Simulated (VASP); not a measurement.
The input files of a VASP run:

### POSCAR
```
Hf
1
    1.6269000000    -2.8178730000     0.0000000000
    1.6269000000     2.8178730000     0.0000000000
    0.0000000000     0.0000000000     5.1510000000
Hf
2
Direct
  0.3333330000   0.6666670000   0.2500000000
  0.6666670000   0.3333330000   0.7500000000
```

### INCAR
```
SYSTEM = Hf
PREC = Accurate
ENCUT = 400
EDIFF = 1E-6
NELM = 100
ALGO = Normal
LREAL = .FALSE.
LASPH = .TRUE.
ISMEAR = 1
SIGMA = 0.1
GGA = PE
LMAXMIX = 6
LWAVE = .FALSE.
LCHARG = .FALSE.
ISIF = 2
NBANDS = 9
```

### KPOINTS
```
Automatic mesh
0
Gamma
10 10 6
0 0 0
```

POTCAR, in this order: Hf_pv (PBE.64 set). Program: vasp_std.

The resulting files:

### standard output
```
 POSCAR found type information on POSCAR Hf
 POSCAR found :  1 types and       2 ions
 Reading from existing POTCAR
 Reading from existing POTCAR
 LDA part: xc-table for (Slater+PW92), standard interpolation

 -----------------------------------------------------------------------------
|                                                                             |
|     EEEEEEE  RRRRRR   RRRRRR   OOOOOOO  RRRRRR      ###     ###     ###     |
|     E        R     R  R     R  O     O  R     R     ###     ###     ###     |
|     E        R     R  R     R  O     O  R     R     ###     ###     ###     |
|     EEEEE    RRRRRR   RRRRRR   O     O  RRRRRR       #       #       #      |
|     E        R   R    R   R    O     O  R   R                               |
|     E        R    R   R    R   O     O  R    R      ###     ###     ###     |
|     EEEEEEE  R     R  R     R  OOOOOOO  R     R     ###     ###     ###     |
|                                                                             |
|     The number of bands is not sufficient to hold all electrons. I am       |
|     sorry, but this calculation does not make sense. If you want to         |
|     calculate only selected states, you need to set either EFERMI or        |
|     EREF. EREF specifies around which energy states are supposed to be      |
|     calculated.                                                             |
|     I found NBANDS = 9, NELECT = 20.                                        |
|                                                                             |
|       ---->  I REFUSE TO CONTINUE WITH THIS SICK JOB ... BYE!!! <----       |
|                                                                             |
 -----------------------------------------------------------------------------
```

Task: Read the log: what went wrong, and how is it fixed?

Result: The cause: NBANDS is too small to hold all electrons. VASP stops with an error: The number of bands is not sufficient to hold all electrons. I am sorry, but this calculation does not make sense. If you want to calculate only selected states, you need to set either EFERMI or EREF. EREF specifies around which energy states are supposed to be calculated. I found NBANDS = 9, NELECT = 20. ----> I REFUSE TO CONTINUE WITH THIS SICK JOB ... BYE!!! <---- To mend it, remove NBANDS.

The mended run (PBE GGA, plane waves, VASP's PBE PAW potentials (set 64)) converges, and its OSZICAR ends with
```
   1 F= -.19807142E+02 E0= -.19806698E+02  d E =-.133316E-02
```

The compound is Hf in the hcp structure. The cell was not relaxed at this level.
